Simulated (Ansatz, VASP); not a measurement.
# Cross-check of NbTeS (2H-NbSTe monolayer) between VASP and Ansatz, part 2 of 2

Aim: how closely do two programs agree when they are given the same cell, functional and k mesh? The structure shown is the start of the Ansatz relaxation below; VASP solves that cell, so the two are compared at the walk's first step.

VASP 6.6.1 and Ansatz 0.2.0.

So far: The starting structure; Ansatz: relaxation, PBE with D3(BJ).

### 3. VASP: single point, PBE with D3(BJ), start cell

Level of this step: PBE with D3(BJ), spin-polarised from a ferromagnetic start; plane waves and PAW (Te, Nb_sv, S) (VASP).

The same cell, functional, mesh and smearing now go to VASP, with its own data sets.

Lines of VASP's logs that name or quote its potential files are left out, and so is its time.

File INCAR:

```
SYSTEM = NbTeS
PREC = Accurate
ENCUT = 400
EDIFF = 1E-06
NELM = 200
ISMEAR = -1
SIGMA = 0.05
LREAL = .FALSE.
ALGO = Normal
GGA = PE
IVDW = 12
NBANDS = 21
ISPIN = 2
MAGMOM = 0.02 0.27 0.04
LASPH = .TRUE.
LMAXMIX = 4
LORBIT = 11
LWAVE = .FALSE.
LCHARG = .FALSE.
ISIF = 2
LDIPOL = .TRUE.
IDIPOL = 3
DIPOL = 0.5 0.5 0.502
LVHAR = .TRUE.
GGA_COMPAT = .FALSE.
NELMDL = -8
KPAR = 2
```

File POSCAR:

```
NbTeS
1.0
    3.6204320000      0.0000000000      0.0000000000
   -1.8102160000      3.1353860000      0.0000000000
    0.0000000000      0.0000000000     37.8289940000
Te Nb S
1 1 1
Direct
    0.3333332802      0.6666665604      0.4546777004
    0.0000000000      0.0000000000      0.5068968792
    0.3333332802      0.6666665604      0.5453222996
```

File KPOINTS:

```
Automatic mesh
0
Gamma
12 12 1
0 0 0
```

Potentials, in the order of the species: Te, Nb_sv and S (PBE family, release 64).

Command:

```
$ mpirun -np 2 vasp_std
```

Numbers of over 12 decimals in the logs are rounded to 6 here.

The log of the run:

```text
[banner, memory and clock lines left out]
running    2 mpi-ranks, on    1 nodes
 distrk:  each k-point on    1 cores,    2 groups
 distr:  one band on    1 cores,    1 groups

 POSCAR found type information on POSCAR TeNbS
 POSCAR found :  3 types and       3 ions
 LDA part: xc-table for (Slater+PW92), standard interpolation
 POSCAR, INCAR and KPOINTS ok, starting setup
 FFT: planning ... GRIDC
 FFT: planning ... GRID_SOFT
 FFT: planning ... GRID
 WAVECAR not read
 entering main loop
       N       E                     dE             d eps       ncg     rms          rms(c)
DAV:   1     0.131201788646E+03    0.13120E+03   -0.93663E+03  2169   0.668E+02
DAV:   2    -0.187127146135E+01   -0.13307E+03   -0.12794E+03  2243   0.185E+02
DAV:   3    -0.206765566340E+02   -0.18805E+02   -0.18706E+02  3115   0.590E+01
DAV:   4    -0.210659037618E+02   -0.38935E+00   -0.38513E+00  2292   0.927E+00
DAV:   5    -0.210870197395E+02   -0.21116E-01   -0.21051E-01  2651   0.208E+00
DAV:   6    -0.210874210970E+02   -0.40136E-03   -0.40115E-03  2288   0.315E-01
DAV:   7    -0.210874376360E+02   -0.16539E-04   -0.16537E-04  2624   0.647E-02
DAV:   8    -0.210874380700E+02   -0.43392E-06   -0.43396E-06  2192   0.982E-03    0.994E+00
DAV:   9    -0.199176445938E+02    0.11698E+01   -0.95784E+00  2545   0.162E+01    0.652E+00
DAV:  10    -0.196825678820E+02    0.23508E+00   -0.35143E+00  2238   0.872E+00    0.307E+00
DAV:  11    -0.196033092021E+02    0.79259E-01   -0.66918E-01  2232   0.434E+00    0.141E+00
DAV:  12    -0.195989398848E+02    0.43693E-02   -0.59759E-02  1919   0.126E+00    0.556E-01
DAV:  13    -0.195965224637E+02    0.24174E-02   -0.98543E-03  2180   0.602E-01    0.459E-01
DAV:  14    -0.195768722024E+02    0.19650E-01   -0.10307E-02  2025   0.430E-01    0.265E-01
[...]
DAV:  32    -0.196035397490E+02   -0.18178E-03   -0.25897E-06  1932   0.759E-03    0.316E-03
DAV:  33    -0.196036146425E+02   -0.74893E-04   -0.52249E-07  1745   0.393E-03    0.148E-03
DAV:  34    -0.196036424204E+02   -0.27778E-04   -0.14529E-07  1620   0.222E-03    0.107E-03
DAV:  35    -0.196036542359E+02   -0.11815E-04   -0.69400E-08  1463   0.146E-03    0.682E-04
DAV:  36    -0.196036605746E+02   -0.63387E-05   -0.76579E-08  1688   0.126E-03    0.538E-04
DAV:  37    -0.196036654588E+02   -0.48841E-05   -0.50629E-08  1564   0.914E-04    0.290E-04
DAV:  38    -0.196036670771E+02   -0.16184E-05   -0.15220E-08  1464   0.569E-04    0.288E-04
DAV:  39    -0.196036680074E+02   -0.93024E-06   -0.10172E-08  1398   0.424E-04
   1 F= -.20561068E+02 E0= -.20553024E+02  d E =-.160866E-01  mag=     0.6929
```

Parts of OUTCAR (step 3):

```text
ion  position               nearest neighbor table
   1  0.333  0.667  0.455-   2 2.88   2 2.88   2 2.88
   2  0.000  0.000  0.507-   3 2.55   3 2.55   3 2.55   1 2.88   1 2.88   1 2.88
   3  0.333  0.667  0.545-   2 2.55   2 2.55   2 2.55

  LATTYP: Found a hexagonal cell.
 ALAT       =     3.6204320000
 C/A-ratio  =    10.4487514197

 Subroutine GETGRP returns: Found  6 space group operations
 (whereof  6 operations were pure point group operations)

The static configuration has the point symmetry C_3v.

 Found     19 irreducible k-points:

   k-points           NKPTS =     19   k-points in BZ     NKDIM =     19   number of bands    NBANDS=     21

   dimension x,y,z NGX =    24 NGY =   24 NGZ =  250
   dimension x,y,z NGXF=    48 NGYF=   48 NGZF=  500

   ENCUT  =  400.0 eV  29.40 Ry    5.42 a.u.   5.90  5.90 61.69*2*pi/ulx,y,z

   NELECT =      25.0000    total number of electrons

 k-points in reciprocal lattice and weights: Automatic mesh
   0.00000000  0.00000000  0.00000000       0.007
   0.08333333 -0.00000000  0.00000000       0.042
   0.16666667  0.00000000  0.00000000       0.042
   0.25000000 -0.00000000  0.00000000       0.042
   0.33333333  0.00000000  0.00000000       0.042
   0.41666667 -0.00000000  0.00000000       0.042
   0.50000000 -0.00000000  0.00000000       0.021
   0.08333333  0.08333333  0.00000000       0.042
   0.16666667  0.08333333  0.00000000       0.083
[...]
0.33333333  0.25000000  0.00000000       0.083
   0.33333333  0.33333333  0.00000000       0.014

 dipolmoment           0.000000      0.000000      0.043372 electrons x Angstroem

 average (electrostatic) potential at core
       1 -97.2752       2 -92.5152       3 -94.6669

 E-fermi :  -3.2488

 spin component 1
 k-point     1 :       0.0000    0.0000    0.0000
  band No.  band energies     occupation
    ...
      8      -6.0138      1.00000
      9      -6.0138      1.00000
     10      -5.0726      1.00000
     11      -3.9575      1.00000
     12      -3.9575      1.00000
     13      -2.6761      0.00001
     14      -0.8705      0.00000
     15      -0.8705      0.00000
     16      -0.3796      0.00000
     17      -0.3796      0.00000
    ...

 k-point     2 :       0.0833   -0.0000    0.0000
  band No.  band energies     occupation
    ...
      8      -6.2084      1.00000
      9      -5.9876      1.00000
     10      -5.0471      1.00000
     11      -4.1057      1.00000
     12      -4.0317      1.00000
     13      -2.7761      0.00008
     14      -0.9595      0.00000
     15      -0.8116      0.00000
     16      -0.7401      0.00000
     17      -0.4365      0.00000
    ...

 k-point     3 :       0.1667    0.0000    0.0000
  band No.  band energies     occupation
    ...
      8      -6.6194      1.00000
      9      -5.9406      1.00000
     10      -5.2029      1.00000
     11      -4.4391      1.00000
     12      -4.1665      1.00000
     13      -3.0943      0.04353
     14      -1.4080      0.00000
     15      -0.9455      0.00000
     16      -0.8158      0.00000
     17      -0.2984      0.00000
    ...

 k-point     4 :       0.2500   -0.0000    0.0000
  band No.  band energies     occupation
    ...
      9      -5.9419      1.00000
     10      -5.8269      1.00000
     11      -4.6556      1.00000
     12      -4.2146      1.00000
     13      -3.5176      0.99540
     14      -1.6273      0.00000
     15      -1.2280      0.00000
     16      -0.5995      0.00000
     17      -0.0089      0.00000
     18       1.9013      0.00000
    ...

 k-point     5 :       0.3333    0.0000    0.0000
  band No.  band energies     occupation
    ...
      9      -6.5835      1.00000
     10      -6.0124      1.00000
     11      -4.7525      1.00000
     12      -4.1435      1.00000
     13      -3.7834      0.99998
     14      -1.5760      0.00000
     15      -1.4336      0.00000
     16      -0.3474      0.00000
     17       0.2150      0.00000
     18       2.3801      0.00000
    ...

 k-point     6 :       0.4167   -0.0000    0.0000
  band No.  band energies     occupation
    ...
      9      -6.7203      1.00000
     10      -6.0941      1.00000
     11      -4.7744      1.00000
     12      -4.0460      1.00000
     13      -3.7903      0.99998
     14      -1.5162      0.00000
     15      -1.4467      0.00000
     16      -0.2418      0.00000
     17       0.3307      0.00000
     18       1.7123      0.00000
    ...

 Edisp (eV)   -0.95740

  Total      -3.74158    -3.74158    -2.80741     0.00000     0.00000     0.00000
  in kB     -13.96011   -13.96011   -10.47465     0.00000     0.00000     0.00000
  external pressure =      -12.80 kB  Pullay stress =        0.00 kB

  energy-cutoff  :      400.00
  volume of cell :      429.41
      direct lattice vectors                 reciprocal lattice vectors
     3.620432000  0.000000000  0.000000000     0.276210132  0.159469998  0.000000000
    -1.810216000  3.135386000  0.000000000     0.000000000  0.318939997  0.000000000
     0.000000000  0.000000000 37.828994000     0.000000000  0.000000000  0.026434750

 POSITION                                       TOTAL-FORCE (eV/Angst)
 -----------------------------------------------------------------------------------
      0.00000      2.09026     17.20000         0.000000      0.000000      0.635640
      0.00000      0.00000     19.17540         0.000000      0.000000      0.373978
      0.00000      2.09026     20.62899        -0.000000      0.000000     -1.009618
 -----------------------------------------------------------------------------------
    total drift:                                0.000000      0.000263      0.000171

  FREE ENERGIE OF THE ION-ELECTRON SYSTEM (eV)
  ---------------------------------------------------
  free  energy   TOTEN  =       -20.5610675435 eV

  energy  without entropy=      -20.5449809000  energy(sigma->0) =      -20.55302422

 vacuum level on the upper side and lower side of the slab         2.363         1.672

 total charge
# of ion       s       p       d       tot
------------------------------------------
    1        1.386   1.967   0.042   3.394
    2        2.142   6.000   2.342  10.484
    3        1.349   2.333   0.000   3.682
--------------------------------------------------
tot          4.877  10.300   2.383  17.561

 magnetization (x)
# of ion       s       p       d       tot
------------------------------------------
    1        0.000  -0.009   0.002  -0.007
    2        0.004   0.007   0.426   0.438
    3        0.000   0.021   0.000   0.021
--------------------------------------------------
tot          0.005   0.019   0.427   0.452

[... 6 further parts left out ...]
```

### 4. Comparison

Known differences besides the potentials themselves: VASP starts from the moments at which Ansatz ended; Ansatz cuts the interaction across the vacuum, VASP repeats the sheet with a dipole correction; the data sets hold 35 valence electrons in Ansatz (on its default PAW (the set named soft_2) files) and 25 in VASP; the cutoff is 420 eV in Ansatz and 400 eV in VASP. Total energies have different zeros and are not compared.

Forces (eV/Å; atoms numbered as in POSCAR):

| atom | Ansatz x, y, z | VASP x, y, z |
| --- | --- | --- |
| Te1 | 0.000, 0.000, 0.635 | 0.000, 0.000, 0.636 |
| Nb2 | 0.000, 0.000, 0.365 | 0.000, 0.000, 0.374 |
| S3 | 0.000, 0.000, -1.000 | 0.000, 0.000, -1.010 |

The forces differ by 4.4 meV/Å r.m.s., which is 1.1 % of the r.m.s. force of 0.417 eV/Å (both taken over all components). Moments aren't recorded for both runs of this pair, so they may hold unlike magnetic states. With vacuum in the cell, a pressure given here is an average over mostly empty space and none of the material.

### 5. What came out

* r.m.s. force difference (single point, PBE with D3(BJ), start cell): 1.1 % of the r.m.s. force

In words: The r.m.s. force difference is 1.1 % of the r.m.s. force (single point, PBE with D3(BJ), start cell), within the 3 % picked in this series as the mark of a large difference. The data sets hold unlike numbers of valence electrons (35 in Ansatz and 25 in VASP), so part of the differences comes from the potentials. 1 further run of this series is not shown here. How closely two codes agree says nothing of how well the functional describes the real material.

[Lines on the potential files, build, host, timing and source positions are cut from VASP's logs without a mark.]

[Logs are printed without paths, hosts, clocks, repeated set-up lines and the standing remarks that a program may print on its own settings, such as how far it seeks lower states.]

[Hosts, paths, dates, database ids (printed as entryN), source tags and the programs' standing remarks are cut or masked in the printed files.]
